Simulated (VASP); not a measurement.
Computed with PW91 GGA, VASP's PBE PAW potentials (set 64) (plane waves; VASP).

A VASP calculation is set up with these files.

**KPOINTS**
```
Automatic mesh
0
Gamma
13 13 13
0 0 0
```

POSCAR:
```
ZrC
3.2995420
  0.0000000000   0.7071068244   0.7071068244
  0.7071068244   0.0000000000   0.7071068244
  0.7071068244   0.7071068244   0.0000000000
Zr C
1 1
Direct
  0.0000000000   0.0000000000   0.0000000000
  0.5000000000   0.5000000000   0.5000000000
```

### INCAR
```
SYSTEM=ZrC
PREC=Accurate; ENCUT=520; LREAL=F
LASPH=T
EDIFF=1E-7; NELM=100; ALGO=Normal
LMAXMIX=4
ISMEAR=1; SIGMA=0.1
GGA=91
ISIF=2
LWAVE=F; LCHARG=F
```

POTCAR, in this order: Zr_sv C (PBE.64 set). Program: vasp_std.

The run wrote:

### OSZICAR
```
       N       E                     dE             d eps       ncg     rms          rms(c)
DAV:   1     0.112759082083E+03    0.11276E+03   -0.91279E+03  2016   0.135E+03
DAV:   2    -0.170589222754E+02   -0.12982E+03   -0.12248E+03  2360   0.336E+02
DAV:   3    -0.227952544375E+02   -0.57363E+01   -0.56116E+01  2888   0.645E+01
DAV:   4    -0.230298435282E+02   -0.23459E+00   -0.23445E+00  2676   0.123E+01
DAV:   5    -0.230354136851E+02   -0.55702E-02   -0.55697E-02  2876   0.164E+00    0.222E+01
DAV:   6    -0.196046102850E+02    0.34308E+01   -0.16956E+01  2276   0.290E+01    0.849E+00
DAV:   7    -0.194754907790E+02    0.12912E+00   -0.76745E-01  2328   0.716E+00    0.625E+00
DAV:   8    -0.194694897932E+02    0.60010E-02   -0.13650E-01  2188   0.344E+00    0.156E+00
DAV:   9    -0.194651364057E+02    0.43534E-02   -0.30433E-02  2428   0.120E+00    0.478E-01
DAV:  10    -0.194655053185E+02   -0.36891E-03   -0.20189E-03  2340   0.569E-01    0.373E-01
DAV:  11    -0.194653089309E+02    0.19639E-03   -0.70586E-04  2208   0.213E-01    0.185E-02
DAV:  12    -0.194653070648E+02    0.18662E-05   -0.13152E-05  3028   0.381E-02    0.132E-02
DAV:  13    -0.194653065267E+02    0.53805E-06   -0.59586E-07  2332   0.669E-03    0.129E-03
DAV:  14    -0.194653065357E+02   -0.89251E-08   -0.20891E-08  1256   0.134E-03
   1 F= -.19465307E+02 E0= -.19465249E+02  d E =-.173813E-03
```

OUTCAR:
```
------------------------ aborting loop because EDIFF is reached ----------------------------------------
  FORCE on cell =-STRESS in cart. coord.  units (eV):
  Direction    XX          YY          ZZ          XY          YZ          ZX
  --------------------------------------------------------------------------------------
  Total        1.1335162      1.1335162      1.1335162      0.0000000      0.0000000      0.0000000
  in kB       71.4977309     71.4977309     71.4977309      0.0000000      0.0000000      0.0000000
  external PRESSURE =      71.4977309 kB  Pullay stress =       0.0000000 kB
  volume of cell :       25.40
      direct lattice vectors                 reciprocal lattice vectors
     0.000000000  2.333128665  2.333128665    -0.214304512  0.214304512  0.214304512
     2.333128665  0.000000000  2.333128665     0.214304512 -0.214304512  0.214304512
     2.333128665  2.333128665  0.000000000     0.214304512  0.214304512 -0.214304512
 POSITION                                       TOTAL-FORCE (eV/Angst)
 -----------------------------------------------------------------------------------
      0.00000      0.00000      0.00000        -0.000000     -0.000000     -0.000000
      2.33313      2.33313      2.33313         0.000000      0.000000      0.000000
 -----------------------------------------------------------------------------------
    total drift:                                0.000000      0.000000      0.000000
  FREE ENERGIE OF THE ION-ELECTRON SYSTEM (eV)
  ---------------------------------------------------
  free  energy   TOTEN  =       -19.4653065357 eV

  energy  without entropy=      -19.4651327223  energy(sigma->0) =      -19.46524860
```
(Selected blocks of OUTCAR.)

The compound is ZrC in the rock salt structure. This cell is one point of a volume scan, at 0.97 of the reference volume.
